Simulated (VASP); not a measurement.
VASP runs on PbO2 (space group R-3m) share one base input (PBE GGA, plane waves, VASP's PBE PAW potentials (set 64)) and change the settings named in each case.

**KPOINTS**
```
kpoints
0
G
6 6 6
0 0 0
```

### POSCAR
```
PbO2
1
    1.6514680000     0.9534760000     5.0067910000
   -1.6514680000     0.9534760000     5.0067910000
    0.0000000000    -1.9069510000     5.0067910000
Pb O
1 2
Direct
  0.0000000000   0.0000000000   0.0000000000
  0.2520000000   0.2520000000   0.2520000000
  0.7480000000   0.7480000000   0.7480000000
```

**INCAR**
```
SYSTEM = PbO2
PREC = Accurate
ENCUT = 400
EDIFF = 1E-6
NELM = 100
ALGO = Normal
LREAL = .FALSE.
LASPH = .TRUE.
ISMEAR = 0
SIGMA = 0.05
GGA = PE
LMAXMIX = 4
LWAVE = .FALSE.
LCHARG = .FALSE.
ISIF = 2
```

POTCAR, in this order: Pb_d O (PBE.64 set). Program: vasp_std.

```
change                                                                                                                          E(σ→0) (eV/atom)  pressure (GPa)  largest force (eV/Å)  −TS (eV)
------------------------------------------------------------------------------------------------------------------------------  ----------------  --------------  --------------------  --------
base run                                                                                                                                 -5.1555           -4.25                 1.122    0.0000
GGA removed, POTCAR Pb_d O (LDA.64 set)                                                                                                  -5.8803          -12.03                 1.595    0.0000
GGA_COMPAT = .FALSE., LNONCOLLINEAR = .TRUE., LSORBIT = .TRUE., MAGMOM = 0.0 0.0 0.0 0.0 0.0 0.0 0.0 0.0 0.0, program vasp_ncl           -5.2776           -4.46                 1.124    0.0000
KPOINTS 1×1×1 Γ-centred mesh                                                                                                             -2.3204           22.15                 0.449   -0.0167
```
 Energies of different potentials or functionals have different zeros.  Unless said otherwise, spin-orbit coupling is left out, though it shifts the bands of the heavy elements here. At 400 eV the pressure can carry a Pulay error.

Left out are runs that ran out of time, are held back, or changed the cell or the kind of run, fixed moments of cells without a moment, rows past the twelfth, gaps on odd meshes, pressures of charged cells and columns that move by less than the noise.

The structure was generated: PbO2 was put into an ordered model structure (R-3m), which need not be its known phase. The cell was not relaxed at this level, forces remain on its atoms.
